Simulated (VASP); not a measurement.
Runs of VASP 6.6.1 on MgC2. All rows change the cell; the cell of one of them follows. The structure is cubic, space group Fm-3m (No. 225). The conventional cell has a = 5.117 Å, b = 5.117 Å, c = 5.117 Å, α = 90.00°, β = 90.00°, γ = 90.00°. Around Mg (site symmetry m-3m) lie 8 C at 2.22 Å. C (site symmetry -43m) is surrounded by 4 Mg at 2.22 Å. The cell was built by a generator and needn't be a form met in nature.

```csv
task,cell,k mesh,cutoff (eV),gap on the mesh (eV),pressure (GPa),relaxed volume (Å³/atom)
single point,"random cell by space group and Wyckoff sites (Fm-3m, No. 225)",6 × 6 × 6,520,none,-0.4,-
single point,"random cell by space group and Wyckoff sites (Fm-3m, No. 225)",16 × 16 × 16,520,none,-0.1,-
relaxation of cell and atoms,"relaxed from: random cell by space group and Wyckoff sites (Fm-3m, No. 225)",6 × 6 × 6,600,none,-0.1,(a)
relaxation of cell and atoms,"relaxed from: random cell by space group and Wyckoff sites (Fm-3m, No. 225)",16 × 16 × 16,600,none,0.0,11.05
```

Alike in all rows: level PBE; potentials or basis VASP PAW PBE potentials, release 64 (Mg, C); no spin polarisation; smearing gaussian 0.1 eV.

Fill in the values left out.

(a) 11.12.

A gap of «none» marks a metal or a gap under the smearing width.
